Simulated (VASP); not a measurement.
# CoW (P-6m2) in VASP: single point with PBE

Aim: the single point of CoW with PBE.

Program: VASP 6.6.1. These are calculated values, not measurements. Logs are shortened: lines on timing, memory, paths and dates and some standing lists are left out, and cuts for length are marked.

### Step 1. The structure

It takes space group P-6m2 (No. 187, hexagonal). The conventional cell has a = 2.723 Å, b = 2.723 Å, c = 4.218 Å, α = 90.00°, β = 90.00°, γ = 120.00°. W (site symmetry -6m2) has 6 Co at 2.63 Å and 6 W at 2.72 Å as nearest neighbours. Co (site symmetry -6m2) has 6 W at 2.63 Å and 6 Co at 2.72 Å as nearest neighbours.

The cell was built by a generator and needn't be a form met in nature.

### Step 2. Single point, PBE, non-collinear spin, typed start, spin-orbit coupling

Contents of INCAR:

```
SYSTEM = CoW
PREC = Accurate
ENCUT = 520
EDIFF = 1E-7
ISMEAR = -1
SIGMA = 0.1
LREAL = .False.
LASPH = .True.
NELM = 150
ALGO = Normal
ISIF = 2
LWAVE = .False.
LCHARG = .False.
MAGMOM = 0 0 1 0 0 3
LORBIT = 11
LSORBIT = .True.
GGA_COMPAT = .False.
LORBMOM = .True.
LMAXMIX = 4
GGA = PE
NBANDS = 35
```

Contents of KPOINTS:

```
regular mesh
0
Gamma
  7 7 7
  0 0 0
```

Contents of POSCAR:

```
CoW
1.0
    1.3612668533      2.3577833526      0.0000000000
   -1.3612668533      2.3577833526      0.0000000000
    0.0000000000      0.0000000000      4.2176927952
W Co
1 1
Direct
    0.0000000000      0.0000000000      0.0000000000
    0.6666666667      0.6666666667      0.5000000000
```

Potentials or basis: VASP PAW PBE potentials, release 64 (W_sv, Co).

On the command line:

```
cat potpaw_PBE.64/W_sv/POTCAR potpaw_PBE.64/Co/POTCAR > POTCAR
mpirun -np 1 vasp_ncl > vasp.out
```

OUTCAR:

```text
SYSTEM = CoW
   PREC = Accurate
   ENCUT = 520
   EDIFF = 1E-7
   ISMEAR = -1
   LREAL = .False.
   LASPH = .True.
   NELM = 150
   ISIF = 2
   LORBIT = 11
   LSORBIT = .True.
   GGA = PE

 ion  position               nearest neighbor table
   1  0.000  0.000  0.000-   2 2.63   2 2.63   2 2.63   2 2.63   2 2.63   2 2.63
   2  0.667  0.667  0.500-   1 2.63   1 2.63   1 2.63   1 2.63   1 2.63   1 2.63

  LATTYP: Found a hexagonal cell.
 ALAT       =     2.7225337066
 C/A-ratio  =     1.5491792755

  Lattice vectors:

 A1 = (   1.3612668533,  -2.3577833526,   0.0000000000)
 A2 = (   1.3612668533,   2.3577833526,   0.0000000000)
 A3 = (   0.0000000000,   0.0000000000,   4.2176927952)

Analysis of symmetry for initial positions (statically):
=====================================================================
 Subroutine PRICEL returns:
 Original cell was already a primitive cell.

 Routine SETGRP: Setting up the symmetry group for a
 hexagonal supercell.

 Subroutine GETGRP returns: Found 12 space group operations
 (whereof 12 operations were pure point group operations)
 out of a pool of 24 trial point group operations.

The static configuration has the point symmetry D_3h.

Analysis of symmetry for dynamics (positions and initial velocities):
=====================================================================
 Subroutine PRICEL returns:
 Original cell was already a primitive cell.

 Routine SETGRP: Setting up the symmetry group for a
 hexagonal supercell.

 Subroutine GETGRP returns: Found 12 space group operations
 (whereof 12 operations were pure point group operations)
 out of a pool of 24 trial point group operations.

The dynamic configuration has the point symmetry D_3h.

Analysis of structural, dynamic, and magnetic symmetry:
=====================================================================
 Subroutine PRICEL returns:
 Original cell was already a primitive cell.

 Routine SETGRP: Setting up the symmetry group for a
 hexagonal supercell.

 Subroutine GETGRP returns: Found  6 space group operations
 (whereof  6 operations were pure point group operations)
 out of a pool of 24 trial point group operations.

The overall configuration has the point symmetry C_3h.

 Subroutine INISYM returns: Found  6 space group operations
 (whereof  6 operations are pure point group operations),
 and found     1 'primitive' translations

----------------------------------------------------------------------------------------

                                     Primitive cell

  volume of cell :      27.0740

  direct lattice vectors                    reciprocal lattice vectors
     1.361266853  2.357783353  0.000000000     0.367304911  0.212063589  0.000000000
    -1.361266853  2.357783353  0.000000000    -0.367304911  0.212063589  0.000000000
     0.000000000  0.000000000  4.217692795     0.000000000  0.000000000  0.237096453

  length of vectors
     2.722533707  2.722533707  4.217692795     0.424127178  0.424127178  0.237096453

  position of ions in fractional coordinates (direct lattice)
     0.000000000  0.000000000  0.000000000
     0.666666667  0.666666667  0.500000000

  ion indices of the primitive-cell ions
   primitive index   ion index
                 1           1
                 2           2

----------------------------------------------------------------------------------------

 KPOINTS: regular mesh

Automatic generation of k-mesh.
 Grid dimensions read from file:
 generate k-points for:    7    7    7

 Generating k-lattice:

  Cartesian coordinates                     Fractional coordinates (reciprocal lattice)
     0.052472130  0.030294798  0.000000000     0.142857143  0.000000000  0.000000000
    -0.052472130  0.030294798  0.000000000     0.000000000  0.142857143  0.000000000
[... 97 lines left out ...]

 number of electron      23.0000002 magnetization      -0.0000000     -0.0000000      0.5194410

 Free energy of the ion-electron system (eV)
  ---------------------------------------------------
  ext. energy  EPLUGINS =         0.00000000
  ---------------------------------------------------
  free energy    TOTEN  =       -20.41239713 eV

  energy without entropy =      -20.35617831  energy(sigma->0) =      -20.38428772

 E-fermi :  10.3810     XC(G=0): -13.4378

 val. band max:       10.3426243019   @ k =   0.4286  -0.2857   0.0000
 cond. band min:      10.3864750562   @ k =   0.1429   0.0000   0.1429
 fundamental gap:      0.0438507543
 Fermi energy:        10.3809872633

 k-point     1 :       0.0000    0.0000    0.0000
  band No.  band energies     occupation
      1     -63.3258      1.00000
      2     -63.3010      1.00000
      3     -33.1429      1.00000
      4     -33.1421      1.00000
      5     -24.5899      1.00000
      6     -24.5704      1.00000
[... 901 lines left out ...]
     34      19.5079      0.00000
     35      21.8830      0.00000

 [... further k-points ...]

------------------------ aborting loop because EDIFF is reached ----------------------------------------

  FORCE on cell =-STRESS in cart. coord.  units (eV):
  Direction    XX          YY          ZZ          XY          YZ          ZX
  --------------------------------------------------------------------------------------
  -------------------------------------------------------------------------------------
  Total        0.2032543      0.2032543      0.1521344      0.0000002     -0.0000000      0.0000000
  in kB       12.0281308     12.0281308      9.0029713      0.0000108     -0.0000000      0.0000000
  external PRESSURE =      11.0197443 kB  Pullay stress =       0.0000000 kB

 VOLUME and BASIS-vectors are now :
 -----------------------------------------------------------------------------
  energy-cutoff  :      520.00
  volume of cell :       27.07
      direct lattice vectors                 reciprocal lattice vectors
     1.361266853  2.357783353  0.000000000     0.367304911  0.212063589  0.000000000
    -1.361266853  2.357783353  0.000000000    -0.367304911  0.212063589  0.000000000
     0.000000000  0.000000000  4.217692795     0.000000000  0.000000000  0.237096453

 POSITION                                       TOTAL-FORCE (eV/Angst)
 -----------------------------------------------------------------------------------
      0.00000      0.00000      0.00000        -0.000000      0.000000      0.000000
      0.00000      3.14371      2.10885         0.000000     -0.000000      0.000000
 -----------------------------------------------------------------------------------
    total drift:                                0.000000      0.000001      0.000000

  FREE ENERGIE OF THE ION-ELECTRON SYSTEM (eV)
  ---------------------------------------------------
  free  energy   TOTEN  =       -20.4123971256 eV

  energy  without entropy=      -20.3561783097  energy(sigma->0) =      -20.38428772

 orbital moment (x)

 # of ion     p       d       tot
 ----------------------------------------
  1        -0.000   0.000   0.000
  2         0.000   0.000   0.000
 ----------------------------------------
           -0.000   0.000   0.000

 orbital moment (y)

 # of ion     p       d       tot
 ----------------------------------------
  1        -0.000   0.000   0.000
  2        -0.000   0.000   0.000
 ----------------------------------------
           -0.000   0.000   0.000

 orbital moment (z)

 # of ion     p       d       tot
 ----------------------------------------
  1         0.001  -0.004  -0.003
  2         0.001   0.054   0.055
 ----------------------------------------
            0.001   0.050   0.051

 Spin-Orbit-Coupling matrix elements

 Ion:    1  E_soc:     -1.6294492
 l=   1
     0.0000000    -0.2316413    -0.2319933
    -0.2316413     0.0000000    -0.2316413
    -0.2319933    -0.2316413     0.0000000
 l=   2
     0.0000000    -0.0070885     0.0000000    -0.0070885    -0.0414712
    -0.0070885     0.0000000    -0.0217690    -0.0060858    -0.0070885
     0.0000000    -0.0217690     0.0000000    -0.0217690     0.0000000
    -0.0070885    -0.0060858    -0.0217690     0.0000000    -0.0070885
    -0.0414712    -0.0070885     0.0000000    -0.0070885     0.0000000
 l=   3
     0.0000000     0.0000000     0.0000000     0.0000000     0.0000000     0.0000000     0.0000000
     0.0000000     0.0000000     0.0000000     0.0000000     0.0000000     0.0000000     0.0000000
     0.0000000     0.0000000     0.0000000     0.0000000     0.0000000     0.0000000     0.0000000
     0.0000000     0.0000000     0.0000000     0.0000000     0.0000000     0.0000000     0.0000000
     0.0000000     0.0000000     0.0000000     0.0000000     0.0000000     0.0000000     0.0000000
     0.0000000     0.0000000     0.0000000     0.0000000     0.0000000     0.0000000     0.0000000
     0.0000000     0.0000000     0.0000000     0.0000000     0.0000000     0.0000000     0.0000000

 Ion:    2  E_soc:     -0.0237833
 l=   1
     0.0000000    -0.0002803    -0.0002182
    -0.0002803     0.0000000    -0.0002803
    -0.0002182    -0.0002803     0.0000000
 l=   2
     0.0000000    -0.0007370     0.0000000    -0.0007370    -0.0027238
    -0.0007370     0.0000000    -0.0023134    -0.0008142    -0.0007370
     0.0000000    -0.0023134     0.0000000    -0.0023134     0.0000000
    -0.0007370    -0.0008142    -0.0023134     0.0000000    -0.0007370
    -0.0027238    -0.0007370     0.0000000    -0.0007370     0.0000000
 l=   3
     0.0000000     0.0000000     0.0000000     0.0000000     0.0000000     0.0000000     0.0000000
     0.0000000     0.0000000     0.0000000     0.0000000     0.0000000     0.0000000     0.0000000
     0.0000000     0.0000000     0.0000000     0.0000000     0.0000000     0.0000000     0.0000000
     0.0000000     0.0000000     0.0000000     0.0000000     0.0000000     0.0000000     0.0000000
     0.0000000     0.0000000     0.0000000     0.0000000     0.0000000     0.0000000     0.0000000
     0.0000000     0.0000000     0.0000000     0.0000000     0.0000000     0.0000000     0.0000000
     0.0000000     0.0000000     0.0000000     0.0000000     0.0000000     0.0000000     0.0000000

 total charge

# of ion       s       p       d       tot
------------------------------------------
    1        2.437   6.325   3.393  12.155
    2        0.461   0.506   7.298   8.265
--------------------------------------------------
tot          2.897   6.831  10.691  20.420

 magnetization (x)

# of ion       s       p       d       tot
------------------------------------------
    1        0.000   0.000   0.000   0.000
    2        0.000   0.000   0.000   0.000
--------------------------------------------------
tot          0.000   0.000   0.000   0.000

 magnetization (y)

# of ion       s       p       d       tot
------------------------------------------
    1        0.000  -0.000   0.000  -0.000
    2       -0.000   0.000   0.000   0.000
--------------------------------------------------
tot         -0.000   0.000   0.000  -0.000

 magnetization (z)

# of ion       s       p       d       tot
------------------------------------------
    1       -0.002  -0.008  -0.039  -0.049
    2       -0.002  -0.007   0.601   0.592
--------------------------------------------------
tot         -0.004  -0.015   0.562   0.543
```

It took 2.4 min on 1 thread of Intel Xeon Platinum 8488C (Sapphire Rapids), shared host; peak memory 0.26 GiB.

Results:

| Property | Result |
| --- | --- |
| Free energy | -20.4124 eV |
| Pressure | 1.1 GPa |
| Net moment | 0.52 μB per cell |
| Valence electrons inside the program's atomic spheres | W 12.15; Co 8.27 |

Stress tensor (GPa, compression positive):
```
1.20 0.00 0.00
0.00 1.20 0.00
0.00 0.00 0.90
```

Moments on the atoms (μB; x, y, z):
```
W    0.00  0.00 -0.05
Co   0.00  0.00  0.59
```

Caveat: the k mesh is coarse (spacing up to 0.38 Å⁻¹), so the values aren't converged.
